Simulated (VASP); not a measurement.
Given:

```
Er
1.0
    1.76863    -3.06336     0.00000
    1.76863     3.06336     0.00000
    0.00000     0.00000     5.41666
Er
2
Direct
  0.33333   0.66667   0.25000
  0.66667   0.33333   0.75000
```

Calculation: SCAN meta-GGA, VASP's PBE PAW potentials (set 64) (plane waves; VASP 6.6.1). Numerical set-up: 520 eV cut-off, 13×13×8 Γ-centred mesh, tetrahedra with Blöchl corrections, potentials Er_3.

The 4f electrons are frozen in the core of the lanthanide potential, so 4f levels, which can set the real gap, and their magnetism are missing.

Problem. Estimate the energy per atom (σ→0), band gap (over mesh and band path) with the smallest direct gap where there is one.

Solution. 
The band gap (over mesh and band path) comes out as none (metal, semimetal or under 0.01 eV). The energy per atom (σ→0) is -50.350 eV/atom.

The compound is Er in the hcp structure. It was relaxed first.
